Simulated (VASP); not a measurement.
Y:

```
Y
1.0
     3.64740    0.00000    0.00000
    -1.82370    3.15874    0.00000
     0.00000    0.00000    5.73060
Y
2
Direct
  0.33333 0.66667 0.25000
  0.66667 0.33333 0.75000
```

| Property | Result |
| --- | --- |
| Program | VASP 6.6.1 |
| Task | relaxation of cell and atoms |
| Functional | PBE |
| Potentials or basis | VASP PAW PBE potentials, release 64 (Y_sv) |
| Cutoff | 300 eV |
| k mesh | 6 × 6 × 4 |
| Occupations | methfessel-paxton, width 0.1 eV |
| Spin | no spin polarisation |

At the start: pressure -0.3 GPa; volume 33.01 Å³/atom.

Question: How do energy, volume and symmetry change on relaxing?

Answer: Over 5 steps the energy falls by 2.3 meV/atom and the volume is 32.79 Å³/atom (-0.7 %); space group P6_3/mmc (No. 194, to 0.05 Å).

The path:
| step | energy change (eV) | largest force (eV/Å) | pressure (GPa) | volume (Å³) |
| --- | --- | --- | --- | --- |
| 1 | 0.0000 | 0.0000 | -0.32 | 66.02 |
| 2 | -0.0041 | 0.0000 | 0.11 | 65.40 |
| 3 | -0.0043 | 0.0000 | 0.20 | 65.23 |
| 4 | -0.0043 | 0.0000 | 0.22 | 65.19 |
| 5 | -0.0047 | 0.0000 | -0.02 | 65.57 |

Final structure:
```cif
data_structure
_symmetry_space_group_name_H-M 'P 1'
_symmetry_Int_Tables_number 1
_cell_length_a 3.6663
_cell_length_b 3.6663
_cell_length_c 5.6331
_cell_angle_alpha 90.000
_cell_angle_beta 90.000
_cell_angle_gamma 120.000
_cell_volume 65.57
loop_
_atom_site_label
_atom_site_type_symbol
_atom_site_fract_x
_atom_site_fract_y
_atom_site_fract_z
_atom_site_occupancy
Y1 Y 0.33333 0.66667 0.25000 1
Y2 Y 0.66667 0.33333 0.75000 1
```
